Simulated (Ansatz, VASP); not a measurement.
# Cross-check of Ge2As4W (WGe2As4 monolayer) between VASP and Ansatz, part 2 of 2

One calculation is typed for both programs; each brings its own data sets. How far apart do they land? The cell is taken from a series of runs on this material, whose earlier steps may have relaxed, scaled, displaced or heated it; both programs get it as it stands.

VASP 6.6.1 and Ansatz 0.2.0.

So far: Starting point; VASP: single point, PBE with D3(BJ).

### Step 3. Ansatz: single point, PBE with D3(BJ)

Level of this step: Ansatz beside VASP: Kohn-Sham DFT, plane waves, PBE with D3(BJ) (Ansatz).

Ansatz runs on its PAW soft_1 files.

The same cell, functional, mesh and smearing now go to Ansatz, which takes its cutoff from its data sets.

File input.yaml:

```yaml
crystal:
  lattice:
    - [3.6366492873, 0.0, 0.0]
    - [-1.8183246437, 3.1494306675, 0.0]
    - [0.0, 0.0, 28.1716312236]
  atoms:
    - { symbol: As, position: [0.0, 0.0, 0.3194703185] }
    - { symbol: Ge, position: [0.3333333333, 0.6666666667, 0.3616860236] }
    - { symbol: As, position: [0.3333333333, 0.6666666667, 0.4478910871] }
    - { symbol: W, position: [0.0, 0.0, 0.5] }
    - { symbol: As, position: [0.3333333333, 0.6666666667, 0.5521089129] }
    - { symbol: Ge, position: [0.3333333333, 0.6666666667, 0.6383139764] }
    - { symbol: As, position: [0.0, 0.0, 0.6805296815] }
kpoints:
  mp_grid: { grid: [12, 12, 1] }
  band_path:
    path: [[0, 0, 0], [0.5, 0, 0], [0.33333333, 0.33333333, 0], [0, 0, 0]]
    npoints: 16
hamiltonian:
  xc: pbe
  dispersion: d3bj
  pseudopotentials: { kind: paw, azcp: { folder: soft_1 } }
scf:
  occupations: { method: fermi_dirac, width: 0.02585 }
  convergence: { dr2_threshold: 1.0e-10 }
efield:
  axis: 3
  dipole_correction: true
  ramp_position: 0.97
  ramp_width: 0.06
  amplitude: 0
output:
  dos: { projected: true, e_range: [-6, 5] }
  write_potential: true
  write_density: true
  volumetric_format: npy
  elf: true
```

Run with:

```console
> ansatz run input.yaml --threads 4 --pin off --max-ram 6144MiB --backend cpu --events-out ev --progress --plain --runs-dir out
```

Numbers of over 12 decimals in the logs are rounded to 6 here.

The log of the run:

```text
Engine: ansatz 0.2.0, aarch64-unknown-linux-gnu
Pseudopotentials: kind: paw
Pseudopotential: As, paw, valence charge 15, recommended cutoff 420 eV (normal), soft_1/As.paw.azcp
Pseudopotential: Ge, paw, valence charge 14, recommended cutoff 420 eV (normal), soft_1/Ge.paw.azcp
Pseudopotential: W, paw, valence charge 14, recommended cutoff 420 eV (normal), soft_1/W.paw.azcp
Functional definition: PBE
  parameter kappa = 0.804
  parameter beta = 0.066725
  exchange = pbe_x(kappa = kappa, mu = beta*pi^2/3)
  correlation = pbe_c(beta = beta)
Crystal: 7 atoms, lattice volume = 322.660 Å³
Basis set: ecut = 420 eV, 6227 PW (Γ)
Bands: 62, of which v1, the nominal top of the filled ones, is band 51 counted from 1 (50 counted from 0)
Symmetry: 6 space group operations
k-points: 19 of 144 (time reversal used)
Non-local potential: As, projectors of the file, l = 0: 2, l = 1: 2, l = 2: 3, l = 3: 1
Non-local potential: Ge, projectors of the file, l = 0: 2, l = 1: 2, l = 2: 3, l = 3: 1
Non-local potential: W, projectors of the file, l = 0: 3, l = 1: 2, l = 2: 2, l = 3: 1
PAW form: soft (Blöchl's): semilocal exchange-correlation on the pseudo side does not see the compensation charge
PAW one-centre angular grid: As, 590 points (default); XC on 64 Gauss nodes
PAW one-centre angular grid: Ge, 590 points (default); XC on 64 Gauss nodes
PAW one-centre angular grid: W, 590 points (default); XC on 64 Gauss nodes
Initial density: superposition of atomic densities (neutral atoms: chi_scale 0, normalization atom)
Initial wavefunctions: pseudopotential atomic-orbital guess
Functional: x = pbe(κ = 0.804, μ = 0.219515), c = pbe(β = 0.066725)
iter 1 solved again at ethr=2.73e-3 eV; its pass at ethr=3.10e-3 eV (dr2=2.79e0 eV) is discarded
SCF iter   1: F=—  HF=-38403.201526 eV  |F-HF|=—  |Δ(HF+E_count)|=         —  Δρ=2.41e-2  dr2=2.81e0  ethr=2.73e-3  p=0.000 e·Å  D=3.02e-14 V/Å  ΔV_dip=-0.00 eV  dr2_dipole=2.76e-10  V_vac-E_F(+/−)=6.14/6.14 eV  ⟨swp⟩=1.2  Hψ=6069  notcnv=0
efield: sawtooth ramp at fractional position 0.9700 (set: `efield.ramp_position`, or a place that a band, a saddle search or an elastic batch's reference lends), width 0.0600; the density the first Hamiltonian is built on has a dipole p = 0.000 e·Å; the dipole correction subtracts the counter field D = 3.02e-14 V/Å, which shifts the + side's vacuum level by -0.00 eV against the − side's; the planar-averaged density in the ramp window peaks in size at 2.3e-6 e/Å³
preconditioner: auto → Resta (q_TF=auto, 2.252 Å⁻¹)  ε∞=2.9  [insulator: Δε(μ)=0.214 eV  Ē_g=8.821 eV  σ=0.026 eV  W_gap=0.97  n_scr=74 (ndim 8)  ℏωp=12.1 eV  f_vac=0.520  D(μ)=0.04/eV (n_scr^D=0)  ε∞_Penn≈2.9  vacuum switching on, ρ_ref=5.6e-3 e/Å³]
SCF iter   2: F=—  HF=-38402.866865 eV  |F-HF|=—  |Δ(HF+E_count)|=   3.35e-1  Δρ=1.45e-2  dr2=1.37e0  ethr=2.73e-3  p=-0.000 e·Å  D=-4.73e-6 V/Å  ΔV_dip=0.00 eV  dr2_dipole=3.93e-9  V_vac-E_F(+/−)=4.59/4.59 eV  ⟨swp⟩=3.5  Hψ=2100  notcnv=0  defer=31
SCF iter   3: F=—  HF=-38402.953834 eV  |F-HF|=—  |Δ(HF+E_count)|=   8.70e-2  Δρ=1.04e-2  dr2=3.09e0  ethr=1.34e-3  p=0.000 e·Å  D=8.85e-6 V/Å  ΔV_dip=-0.00 eV  dr2_dipole=4.97e-8  V_vac-E_F(+/−)=5.65/5.65 eV  ⟨swp⟩=3.3  Hψ=1743  notcnv=0  defer=76
SCF iter   4: F=—  HF=-38402.719108 eV  |F-HF|=—  |Δ(HF+E_count)|=   2.35e-1  Δρ=2.64e-3  dr2=5.96e-2  ethr=1.34e-3  p=-0.000 e·Å  D=-1.43e-5 V/Å  ΔV_dip=0.00 eV  dr2_dipole=5.01e-8  V_vac-E_F(+/−)=4.61/4.61 eV  ⟨swp⟩=2.8  Hψ=1530  notcnv=0  defer=85
SCF iter   5: F=—  HF=-38402.716172 eV  |F-HF|=—  |Δ(HF+E_count)|=   2.94e-3  Δρ=7.99e-4  dr2=2.54e-3  ethr=5.85e-5  p=0.000 e·Å  D=4.04e-5 V/Å  ΔV_dip=-0.00 eV  dr2_dipole=3.57e-7  V_vac-E_F(+/−)=4.63/4.63 eV  ⟨swp⟩=2.5  Hψ=1569  notcnv=0  defer=87
SCF iter   6: F=—  HF=-38402.717137 eV  |F-HF|=—  |Δ(HF+E_count)|=   9.64e-4  Δρ=3.48e-4  dr2=5.50e-4  ethr=2.49e-6  p=-0.000 e·Å  D=-1.10e-4 V/Å  ΔV_dip=0.00 eV  dr2_dipole=2.90e-6  V_vac-E_F(+/−)=4.61/4.60 eV  ⟨swp⟩=2.2  Hψ=1601  notcnv=0  defer=87
SCF iter   7: F=—  HF=-38402.717541 eV  |F-HF|=—  |Δ(HF+E_count)|=   4.05e-4  Δρ=1.62e-4  dr2=3.29e-4  ethr=5.40e-7  p=0.001 e·Å  D=4.37e-4 V/Å  ΔV_dip=-0.01 eV  dr2_dipole=4.56e-5  V_vac-E_F(+/−)=4.58/4.59 eV  ⟨swp⟩=2.0  Hψ=1414  notcnv=0  defer=87
SCF iter   8: F=—  HF=-38402.717559 eV  |F-HF|=—  |Δ(HF+E_count)|=   1.73e-5  Δρ=6.18e-5  dr2=1.44e-4  ethr=3.22e-7  p=-0.001 e·Å  D=-5.81e-4 V/Å  ΔV_dip=0.02 eV  dr2_dipole=8.15e-5  V_vac-E_F(+/−)=4.59/4.57 eV  ⟨swp⟩=2.0  Hψ=1309  notcnv=0  defer=87
SCF iter   9: F=—  HF=-38402.717550 eV  |F-HF|=—  |Δ(HF+E_count)|=   9.19e-6  Δρ=3.79e-5  dr2=1.49e-5  ethr=1.41e-7  p=0.000 e·Å  D=1.38e-4 V/Å  ΔV_dip=-0.00 eV  dr2_dipole=4.98e-6  V_vac-E_F(+/−)=4.58/4.58 eV  ⟨swp⟩=2.0  Hψ=1183  notcnv=0  defer=87
SCF iter  10: F=—  HF=-38402.717560 eV  |F-HF|=—  |Δ(HF+E_count)|=   1.02e-5  Δρ=1.80e-5  dr2=1.29e-6  ethr=1.46e-8  p=0.000 e·Å  D=1.28e-5 V/Å  ΔV_dip=-0.00 eV  dr2_dipole=2.63e-8  V_vac-E_F(+/−)=4.58/4.58 eV  ⟨swp⟩=2.3  Hψ=1348  notcnv=0  defer=87
SCF iter  11: F=—  HF=-38402.717649 eV  |F-HF|=—  |Δ(HF+E_count)|=   8.92e-5  Δρ=6.01e-6  dr2=1.55e-7  ethr=1.26e-9  p=0.000 e·Å  D=6.74e-6 V/Å  ΔV_dip=-0.00 eV  dr2_dipole=1.23e-8  V_vac-E_F(+/−)=4.58/4.58 eV  ⟨swp⟩=2.0  Hψ=1470  notcnv=0  defer=87
SCF iter  12: F=—  HF=-38402.717649 eV  |F-HF|=—  |Δ(HF+E_count)|=   1.90e-7  Δρ=1.67e-6  dr2=1.87e-8  ethr=1.52e-10  p=0.000 e·Å  D=5.42e-8 V/Å  ΔV_dip=-0.00 eV  dr2_dipole=2.14e-11  V_vac-E_F(+/−)=4.58/4.58 eV  ⟨swp⟩=2.8  Hψ=2354  notcnv=0  defer=87
SCF iter  13: F=—  HF=-38402.717649 eV  |F-HF|=—  |Δ(HF+E_count)|=   7.31e-9  Δρ=1.10e-6  dr2=2.12e-8  ethr=1.84e-11  p=-0.000 e·Å  D=-1.00e-6 V/Å  ΔV_dip=0.00 eV  dr2_dipole=1.57e-10  V_vac-E_F(+/−)=4.58/4.58 eV  ⟨swp⟩=2.1  Hψ=1985  notcnv=0  defer=87
SCF iter  14: F=—  HF=-38402.717649 eV  |F-HF|=—  |Δ(HF+E_count)|=  6.48e-10  Δρ=3.40e-7  dr2=1.07e-9  ethr=1.84e-11  p=-0.000 e·Å  D=-5.23e-7 V/Å  ΔV_dip=0.00 eV  dr2_dipole=6.28e-11  V_vac-E_F(+/−)=4.58/4.58 eV  ⟨swp⟩=2.0  Hψ=1265  notcnv=0  defer=87
SCF iter  15: F=—  HF=-38402.717649 eV  |F-HF|=—  |Δ(HF+E_count)|=  3.42e-10  Δρ=1.71e-7  dr2=1.45e-10  ethr=1.05e-12  p=-0.000 e·Å  D=-9.75e-8 V/Å  ΔV_dip=0.00 eV  dr2_dipole=4.75e-12  V_vac-E_F(+/−)=4.58/4.58 eV  ⟨swp⟩=3.0  Hψ=2061  notcnv=0  defer=87
SCF iter  16: F=—  HF=-38402.717649 eV  |F-HF|=—  |Δ(HF+E_count)|=  1.75e-10  Δρ=1.18e-7  dr2=1.45e-10  ethr=1.00e-12  p=-0.000 e·Å  D=-2.29e-7 V/Å  ΔV_dip=0.00 eV  dr2_dipole=7.87e-12  V_vac-E_F(+/−)=4.58/4.58 eV  ⟨swp⟩=11.3  Hψ=4199  notcnv=0
SCF iter  17: F=-38402.717649 eV  HF=-38402.717649 eV  |F-HF|=1.89e-10  |Δ(HF+E_count)|=  5.82e-11  Δρ=4.52e-8  dr2=6.93e-11  ethr=1.00e-12  p=0.000 e·Å  D=4.19e-7 V/Å  ΔV_dip=-0.00 eV  dr2_dipole=4.03e-11  V_vac-E_F(+/−)=4.58/4.58 eV  ⟨swp⟩=2.0  Hψ=2918  notcnv=0
SCF 1 converged in 17 iterations: F = -38402.717649 eV  dr2 = 6.93e-11
  greatest PAW one-centre occupation: 0.999 electrons in one spin orbital (limit 2), on the As atom at site 4 (counted from 0), in its partial waves of l = 2
NSCF: frozen V_eff on 49 k-points
efield: sawtooth ramp at fractional position 0.9700 (kept from the solve that this one continues, or follows in the run), width 0.0600; the density the first Hamiltonian is built on has a dipole p = 0.000 e·Å; the dipole correction subtracts the counter field D = 4.19e-7 V/Å, which shifts the + side's vacuum level by -0.00 eV against the − side's; the planar-averaged density in the ramp window peaks in size at 2.3e-6 e/Å³
WARN: The output density's exchange-correlation potential varies sharply where the density is thin. Do not read a vacuum level from v_tot or v_xc, or from such a field of the output density. On a cell that repeats whose density bears no net charge and no dipole along the vacuum's axis use v_es (v_loc + v_h of the components); under efield.dipole_correction with no amplitude use v_es + v_field, which holds any externa [...]
SCF converged after 17 iterations
Free energy (F): -38402.717649 eV
Harris-Foulkes:  -38402.717649 eV  (|F-HF|=1.89e-10)
Internal energy: -38402.717649 eV  (E = F + TS)
E sigma→0 (E₀):  -38402.717649 eV
Entropy (-TS):   -0.000000 eV (-0.000 meV/atom)
Fermi energy:    2.382508 eV
Dipole field:    D = -0.000006 V/Å  (p = -0.000011 e·Å, saw-weighted, corrected)
Work function:   Φ+ = 4.5773 eV   Φ− = 4.5771 eV
Levels:          The Fermi level and band energies are counted from a zero that moves with the ramp; work functions are not
--- Per-component energies (eV) ---
  E_band       = -2241.020901
  E_kinetic    = 997.186328
  E_local      = -136052.586513  (includes V_loc(G=0)·N_el)
  E_nonlocal   = -1160.269696
  E_hartree    = 67913.422318
  E_xc         = -691.965532
  E_vxc        = -655.757676  (∫ρ·V_xc dr)
  E_paw        = -20659.569028  (= ΣΔE_a)
  E_vpaw       = -1196.438411  (= ΣTr[D̂ρ^β])
  E_aug_tail   = 0.000151  (compensation charges beyond the density's cutoff)
  E_efield     = 0.000000  (sawtooth field / dipole correction)
  E_vefield    = 0.000000  (∫n·V_field dr)
  E_ewald      = 51253.495158
  E_disp       = -2.430835  (pairwise vdW)
  E_smearing   = -0.000000  (= −TS)
  E_closure    = 0.000000  (closes the sum)
  Σ components = -38402.717649   (vs F -38402.717649, Δ=0.00e0)
--- Band table (eV; the first three rows and the last of 19) ---
  k-point 0: bands = [... 47 lower, 1.9308, 1.9695, 1.9695, 2.0013, 4.3011, 4.3066, 5.0588, 5.0588, ... 7 higher]
  k-point 1: bands = [... 47 lower, 1.3332, 1.7261, 1.7721, 2.0173, 4.5161, 4.6116, 5.0970, 5.1962, ... 7 higher]
  k-point 2: bands = [... 47 lower, 1.1728, 1.2753, 1.3324, 1.8460, 4.0918, 4.2090, 4.9072, 5.1243, ... 7 higher]
  k-point 18: bands = [... 47 lower, -0.4922, 0.3409, 1.0400, 2.0825, 2.6981, 2.9099, 3.9930, 4.0366, ... 7 higher]
```

### Step 4. Comparison

Known differences besides the potentials themselves: the data sets hold 102 valence electrons in Ansatz (on its PAW soft_1 files) and 54 in VASP; the cutoff is 420 eV in Ansatz and 520 eV in VASP. Total energies have different zeros and are not compared.

Compared:

```csv
quantity,Ansatz,VASP,difference
gap on the k mesh (eV),0.616,0.619,-0.003
```

A gap on the mesh is an upper bound, since the band edges may lie between its points; neither run holds spin-orbit coupling, which can move the band edges of a compound of W. With vacuum in the cell, a pressure given here is an average over mostly empty space and none of the material.

### Step 5. What came out

| Quantity | Value |
| --- | --- |
| difference in gap on the k mesh (single point, PBE with D3(BJ)) | -0.0031 eV |

**Reading.** The difference in gap on the k mesh is -0.0031 eV (single point, PBE with D3(BJ)), within the 0.08 eV picked in this series as the mark of a large difference. The data sets hold unlike numbers of valence electrons (102 in Ansatz and 54 in VASP), so part of the differences comes from the potentials. How closely two codes agree says nothing of how well the functional describes the real material.

[Lines on the potential files, build, host, timing and source positions are cut from VASP's logs without a mark.]

[Logs are printed without paths, hosts, clocks, repeated set-up lines and the standing remarks that a program may print on its own settings, such as how far it seeks lower states.]

[Hosts, paths, dates, database ids (printed as entryN), source tags and the programs' standing remarks are cut or masked in the printed files.]
